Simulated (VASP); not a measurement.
Output of a VASP run:

**OUTCAR**
```
 ion  position               nearest neighbor table
   1  0.000  0.000  0.000-   2 2.81   2 2.81   2 2.81   2 2.81
   2  0.250  0.250  0.250-   1 2.81   1 2.81   1 2.81   1 2.81
  LATTYP: Found a face centered cubic cell.
 ALAT       =     6.4800000000
 Subroutine PRICEL returns:
 Original cell was already a primitive cell.
 Subroutine GETGRP returns: Found 24 space group operations
The static configuration has the point symmetry T_d .
The dynamic configuration has the point symmetry T_d .
 Subroutine INISYM returns: Found 24 space group operations
 Subroutine IBZKPT returns following result:
 Found     10 irreducible k-points:

 Following reciprocal coordinates:
            Coordinates               Weight
  0.000000  0.000000  0.000000      1.000000
  0.200000  0.000000  0.000000      8.000000
  0.400000  0.000000  0.000000      8.000000
  0.200000  0.200000  0.000000      6.000000
  0.400000  0.200000  0.000000     24.000000
 -0.400000  0.200000  0.000000     24.000000
 -0.200000  0.200000  0.000000     12.000000
  0.400000  0.400000  0.000000      6.000000
 -0.400000  0.400000  0.000000     12.000000
 -0.400000  0.400000  0.200000     24.000000
   k-points           NKPTS =     10   k-points in BZ     NKDIM =     10   number of bands    NBANDS=     13
   number of dos      NEDOS =    301   number of ions     NIONS =      2
   total plane-waves  NPLWV =  21952
   dimension x,y,z NGX =    28 NGY =   28 NGZ =   28
   dimension x,y,z NGXF=    56 NGYF=   56 NGZF=   56
   ions per type =               1   1
   PREC   = accura    normal or accurate (medium, high low for compatibility)
   ISTART =      0    job   : 0-new  1-cont  2-samecut
   ICHARG =      2    charge: 1-file 2-atom 10-const
   ISPIN  =      1    spin polarized calculation?
   LNONCOLLINEAR =      F non collinear calculations
   LSORBIT =      F    spin-orbit coupling
   INIWAV =      1    electr: 0-lowe 1-rand  2-diag
   ENCUT  =  300.0 eV  22.05 Ry    4.70 a.u.   6.47  6.47  6.47*2*pi/ulx,y,z
   NELM   =    100;   NELMIN=  2; NELMDL= -5     # of ELM steps
   EDIFF  = 0.1E-05   stopping-criterion for ELM
   LREAL  =      F    real-space projection
   NLSPLINE    = F    spline interpolate recip. space projectors
   LMAXMIX     =    4 max onsite mixed and CHGCAR
   VOSKOWN=      0    Vosko Wilk Nusair interpolation
   EDIFFG = 0.1E-04   stopping-criterion for IOM
   NSW    =      0    number of steps for IOM
   NBLOCK =      1;   KBLOCK =      1    inner block; outer block
   IBRION =     -1    ionic relax: 0-MD 1-quasi-New 2-CG
   NFREE  =      0    steps in history (QN), initial steepest desc. (CG)
   ISIF   =      2    stress and relaxation
   ISYM   =      2    0-nonsym 1-usesym 2-fastsym
   TEIN   =    0.0    initial temperature
   TEBEG  =    0.0;   TEEND  =   0.0 temperature during run
   SMASS  =  -3.00    Nose mass-parameter (am)
   PSTRESS=    0.0 pullay stress
   NELECT =      18.0000    total number of electrons
   EFERMI =   0.00;   METHOD = LEGACY
   ISMEAR =    -1;   SIGMA  =   0.02  broadening in eV -4-tet -1-fermi 0-gaus
   IALGO  =     38    algorithm
   LDIAG  =      T    sub-space diagonalisation (order eigenvalues)
   IMIX   =      4    mixing-type and parameters
     AMIX     =   0.40;   BMIX     =  1.00
     AMIX_MAG =   1.60;   BMIX_MAG =  1.00
     AMIN     =   0.10
   GGA     = CA    functional components
   VOSKOWN =     0    Vosko Wilk Nusair interpolation
   LHFCALC =     F    Hartree Fock is set to
   LHFONE  =     F    Hartree Fock one center treatment
   AEXX    =    0.0000 exact exchange contribution
   IVDW    =     0    specifies the selected vdW correction
   LEPSILON=     F    determine dielectric tensor
   LRPA    =     F    only Hartree local field effects (RPA)
  energy-cutoff  :      300.00
  volume of cell :       68.02
      direct lattice vectors                 reciprocal lattice vectors
     0.000000000  3.240000000  3.240000000    -0.154320988  0.154320988  0.154320988
     3.240000000  0.000000000  3.240000000     0.154320988 -0.154320988  0.154320988
     3.240000000  3.240000000  0.000000000     0.154320988  0.154320988 -0.154320988
...
```

**OSZICAR**
```
       N       E                     dE             d eps       ncg     rms          rms(c)
DAV:   1     0.909794599736E+02    0.90979E+02   -0.62176E+03   260   0.931E+02
DAV:   2    -0.262705275459E+01   -0.93607E+02   -0.91945E+02   265   0.252E+02
DAV:   3    -0.818804883855E+01   -0.55610E+01   -0.55321E+01   345   0.710E+01
DAV:   4    -0.831734831171E+01   -0.12930E+00   -0.12926E+00   312   0.131E+01
DAV:   5    -0.832169487276E+01   -0.43466E-02   -0.43460E-02   367   0.181E+00    0.432E+00
DAV:   6    -0.819164160368E+01    0.13005E+00   -0.17923E-01   342   0.702E+00    0.247E+00
DAV:   7    -0.815870158706E+01    0.32940E-01   -0.81353E-02   330   0.280E+00    0.566E-01
DAV:   8    -0.815692770213E+01    0.17739E-02   -0.74969E-03   369   0.116E+00    0.321E-01
DAV:   9    -0.815699745857E+01   -0.69756E-04   -0.46748E-04   295   0.237E-01    0.732E-02
DAV:  10    -0.815700774345E+01   -0.10285E-04   -0.16906E-05   344   0.352E-02    0.349E-02
DAV:  11    -0.815701289599E+01   -0.51525E-05   -0.79315E-06   285   0.389E-02    0.133E-02
DAV:  12    -0.815701281035E+01    0.85636E-07   -0.37349E-07   160   0.106E-02
   1 F= -.81570128E+01 E0= -.81567073E+01  d E =-.611054E-03
```

File OUTCAR:
```
------------------------ aborting loop because EDIFF is reached ----------------------------------------
  FORCE on cell =-STRESS in cart. coord.  units (eV):
  Direction    XX          YY          ZZ          XY          YZ          ZX
  --------------------------------------------------------------------------------------
  Total       -0.2400557     -0.2400557     -0.2400557      0.0000000      0.0000000      0.0000000
  in kB       -5.6540240     -5.6540240     -5.6540240      0.0000000      0.0000000      0.0000000
  external PRESSURE =      -5.6540240 kB  Pullay stress =       0.0000000 kB
  volume of cell :       68.02
      direct lattice vectors                 reciprocal lattice vectors
     0.000000000  3.240000000  3.240000000    -0.154320988  0.154320988  0.154320988
     3.240000000  0.000000000  3.240000000     0.154320988 -0.154320988  0.154320988
     3.240000000  3.240000000  0.000000000     0.154320988  0.154320988 -0.154320988
  FREE ENERGIE OF THE ION-ELECTRON SYSTEM (eV)
  ---------------------------------------------------
  free  energy   TOTEN  =        -8.1570128104 eV

  energy  without entropy=       -8.1564017567  energy(sigma->0) =       -8.15670728
```
(Selected blocks of OUTCAR.)

### POSCAR
```
InSb
1
    0.0000000000     3.2400000000     3.2400000000
    3.2400000000     0.0000000000     3.2400000000
    3.2400000000     3.2400000000     0.0000000000
In Sb
1 1
Direct
  0.0000000000   0.0000000000   0.0000000000
  0.2500000000   0.2500000000   0.2500000000
```

**Question.** Write an INCAR and KPOINTS that could have produced this output.

**Answer.** One answer among several that fit: the input of the run itself, LDA (Ceperley-Alder, Perdew-Zunger), plane waves, VASP's LDA PAW potentials (set 64).

INCAR:
```
SYSTEM = InSb
PREC = Accurate
ENCUT = 300
EDIFF = 1E-6
NELM = 100
ALGO = Normal
LREAL = .FALSE.
LASPH = .TRUE.
ISMEAR = -1
SIGMA = 0.02
LMAXMIX = 4
LWAVE = .FALSE.
LCHARG = .FALSE.
ISIF = 2
```

File KPOINTS:
```
Automatic mesh
0
Gamma
5 5 5
0 0 0
```

POTCAR, in this order: In_d Sb (LDA.64 set). Program: vasp_std.

At this cut-off the stress carries a Pulay error, which pulls relaxed volumes low.

The structure is a typed InSb crystal (F-43m). The cell was not relaxed at this level. The k-mesh is coarse (spacing up to 0.34 per Å, 2π included), so the numbers may not be converged in it. The run is one of a series of settings (GGA removed, POTCAR In_d Sb (LDA.64 set) against the base run), some of them coarse on purpose.
